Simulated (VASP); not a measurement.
Set up this calculation in VASP 6.6.1, as the native input.

```yaml
Task: single point
Functional: LDA
Potentials_or_basis: VASP PAW LDA potentials, release 64 (Ru_pv, Rh_pv)
Cutoff: 520 eV
k_mesh: 5 × 5 × 5
Occupations: fermi-dirac, width 0.15 eV
Spin: no spin polarisation
Dipole_correction: no
Further_INCAR_settings: ALGO = Fast; EDIFF = 1e-07; NBANDS = 67
```

The structure of Ru3Rh lies in POSCAR:

```
Ru3Rh
1.0
    5.4113310000      0.0000000000      0.0000000000
   -2.7056650000      4.6863500000      0.0000000000
    0.0000000000      0.0000000000      4.2854160000
Ru Rh
6 2
Direct
    0.1666450000      0.3332890000      0.2500000000
    0.6667110000      0.8333550000      0.2500000000
    0.1666450000      0.8333550000      0.2500000000
    0.8333550000      0.6667110000      0.7500000000
    0.3332890000      0.1666450000      0.7500000000
    0.8333550000      0.1666450000      0.7500000000
    0.3333330000      0.6666670000      0.7500000000
    0.6666670000      0.3333330000      0.2500000000
```

The cell comes from a database or a generator and needn't be the stable form of this composition.

One way to write it, as run:

INCAR

```
PREC = Accurate ; ENCUT = 520
EDIFF = 1E-7 ; ISMEAR = -1
SIGMA = 0.15 ; LREAL = False
LASPH = True ; NELM = 100
ALGO = Fast ; ISIF = 2
LWAVE = False ; LCHARG = False
GGA = CA ; NBANDS = 67
```

KPOINTS

```
Automatic mesh
0
Gamma
  5 5 5
```

Potentials or basis: VASP PAW LDA potentials, release 64 (Ru_pv, Rh_pv).

The run is started by

```console
$ cat potpaw_LDA.64/Ru_pv/POTCAR potpaw_LDA.64/Rh_pv/POTCAR > POTCAR
$ mpirun -np 1 vasp_std > vasp.out
```

It gave:

- Pressure: -10.3 GPa
- Largest force: 0.084 eV/Å
- Band gap on the k mesh: none (metal or under the smearing width)

Run time: 2.3 min on 1 thread of Intel(R) Xeon(R) Platinum 8488C (Sapphire Rapids), with other jobs on the host, peak memory 0.23 GiB.
